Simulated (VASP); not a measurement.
Runs of VASP 6.6.1 on Cd2C. The cell holds a sheet with vacuum, 3 atoms: a = 4.231 Å, b = 4.231 Å, c = 23.800 Å, α = 90.00°, β = 90.00°, γ = 90.00°. The cell was built by a generator and needn't be a form met in nature.

```tsv
task	cell	k mesh	smearing	k mesh for the DOS	occupations for the DOS	gap on the mesh (eV)
single point	P4/mmm, 141.99 Å³/atom	4 × 4 × 1	gaussian 0.1 eV	-	-	0.40
single point	P4/mmm, 142.5 Å³/atom	8 × 8 × 1	gaussian 0.02 eV	-	-	(a)
single point	P4/mmm, 138.09 Å³/atom	4 × 4 × 1	gaussian 0.1 eV	-	-	none
single point	P4/mmm, 141.99 Å³/atom	8 × 8 × 1	gaussian 0.02 eV	-	-	0.23
```

Alike in all rows: level PBE; potentials or basis VASP PAW PBE potentials, release 64 (Cd, C); no spin polarisation; cutoff (eV) 520.

**Question.** Estimate the missing entries.

**Answer.** (a) 0.20.

A k mesh can miss the band edges, and the runs leave out spin-orbit coupling on Cd.

A gap of «none» marks a metal or a gap under the smearing width.
